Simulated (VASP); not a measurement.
Crystal: RbPd.

```
Rb Pd
1.0
     0.00000    3.63475    3.63475
     3.63475    0.00000    3.63475
     3.63475    3.63475    0.00000
Rb Pd
1 1
Direct
  0.00000 0.00000 0.00000
  0.75000 0.75000 0.75000
```

The cell was built by a generator and needn't be a form met in nature.

| Item | Value |
| --- | --- |
| Program | VASP 6.6.1 |
| Task | single point |
| Functional | PBE |
| Potentials or basis | VASP PAW PBE potentials, release 64 (Rb_sv, Pd) |
| Cutoff | 520 eV |
| k mesh | 6 × 6 × 6 |
| Occupations | fermi-dirac, width 0.05 eV |
| Spin | no spin polarisation |

On this cell: pressure 0.1 GPa; largest force zero by symmetry; band gap on the k mesh none (metal or under the smearing width).

The same run follows on a disturbed copy (atoms moved at random, drawn with an rms of 0.05 Å):

```
Rb Pd
1.0
     0.00000    3.63475    3.63475
     3.63475    0.00000    3.63475
     3.63475    3.63475    0.00000
Rb Pd
1 1
Direct
  0.99467 0.99984 0.99082
  0.74683 0.74815 0.75244
```

Problem. What does the disturbed cell give?

Solution. The energy (extrapolated to zero smearing) moves by +0.6 meV/atom; pressure 0.1 GPa; largest force 0.041 eV/Å; band gap on the k mesh none (metal or under the smearing width).

Forces in eV/Å, atoms in the order of the input:
```
Rb   0.024  0.033  0.005
Pd  -0.024 -0.033 -0.005
```

Stress tensor (GPa, compression positive):
```
0.09 0.01 0.14
0.01 0.09 0.10
0.14 0.10 0.10
```
